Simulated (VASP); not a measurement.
## ZrRh (space group Pm-3m): computed properties

Level of theory: PBEsol GGA, VASP's PBE PAW potentials (set 64) (plane waves; VASP).

```yaml
space_group: Pm-3m (221)
cell: a = 3.249 Å, b = 3.249 Å, c = 3.249 Å, α = 90.00°, β = 90.00°, γ = 90.00°
volume_per_atom: 17.15 Å³/atom
band gap (over mesh and band path): none (metal, semimetal or under 0.01 eV)
band_gap_with_spin_orbit_coupling: none (metallic)
density: 9.40 g/cm³
```

```cif
data_RhZr
_chemical_formula_sum 'Zr1 Rh1'
_space_group_name_H-M_alt 'Pm-3m'
_space_group_IT_number 221
_space_group_name_Hall '-P 4 2 3'
_cell_length_a 3.24930
_cell_length_b 3.24930
_cell_length_c 3.24930
_cell_angle_alpha 90.000
_cell_angle_beta 90.000
_cell_angle_gamma 90.000
loop_
_atom_site_label
_atom_site_type_symbol
_atom_site_symmetry_multiplicity
_atom_site_Wyckoff_symbol
_atom_site_fract_x
_atom_site_fract_y
_atom_site_fract_z
_atom_site_occupancy
Zr1 Zr 1 b 0.50000 0.50000 0.50000 1
Rh1 Rh 1 a 0.00000 0.00000 0.00000 1
```

The structure comes from a computed database's ZrRh entry (Pm-3m); how it stands against other phases isn't given here. It was relaxed first. Symmetry was kept, so distortions that lower it aren't found. The electron count is odd and the run is not spin-polarised, which forces a metal.
